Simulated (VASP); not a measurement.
Method: PBE GGA with D3 dispersion (zero damping), VASP's PBE PAW potentials (set 64) (plane waves; VASP).

VASP ran on this input.

### POSCAR
```
WSi2
1
   -1.6334631797     1.6334631797     3.9878625182
    1.6334631797    -1.6334631797     3.9878625182
    1.6334631797     1.6334631797    -3.9878625182
Si W
2 1
Direct
  0.6657906203   0.6657906203   0.0000000000
  0.3342093797   0.3342093797   0.0000000000
  0.0000000000   0.0000000000   0.0000000000
```

KPOINTS:
```
kpoints
0
Gamma
13 13 13
0 0 0
```

### INCAR
```
ALGO=Normal
EDIFF=1E-7
EDIFFG=-0.01
ENCUT=520
GGA=PE
IBRION=2
ISIF=4
ISMEAR=1
IVDW=11
LASPH=.TRUE.
LCHARG=.FALSE.
LMAXMIX=6
LREAL=.FALSE.
LWAVE=.FALSE.
NELM=100
NSW=30
PREC=Accurate
SIGMA=0.1
SYSTEM=WSi2
```

POTCAR, in this order: Si W_sv (PBE.64 set). Program: vasp_std.

Unless said otherwise, spin-orbit coupling is left out, though it shifts the bands of the heavy elements here.

Question: Estimate the energy per atom (σ→0), dispersion energy, band gap (on the k-mesh).

Answer: 
The energy per atom (σ→0) comes out as -8.623 eV/atom, the dispersion energy is -1.090 eV and the band gap (on the k-mesh) is none (metal, semimetal or under 0.01 eV).

File OSZICAR:
```
...
   3 F= -.25868860E+02 E0= -.25868879E+02  d E =-.147054E-02
       N       E                     dE             d eps       ncg     rms          rms(c)
DAV:   1    -0.247795102253E+02   -0.30756E-03   -0.10450E-02  6902   0.878E-01    0.720E-02
DAV:   2    -0.247793796765E+02    0.13055E-03   -0.40055E-04  7112   0.159E-01    0.365E-02
DAV:   3    -0.247793417436E+02    0.37933E-04   -0.92557E-05  7546   0.715E-02    0.101E-02
DAV:   4    -0.247793407854E+02    0.95825E-06   -0.77292E-06  6944   0.211E-02    0.519E-03
DAV:   5    -0.247793407148E+02    0.70554E-07   -0.34082E-07  6895   0.385E-03
   4 F= -.25868992E+02 E0= -.25869010E+02  d E =-.131415E-03
```

The compound is WSi2 in the MoSi2 type structure. This cell is one point of a volume scan, at 1.06 of the reference volume. Symmetry was kept, so distortions that lower it aren't found.
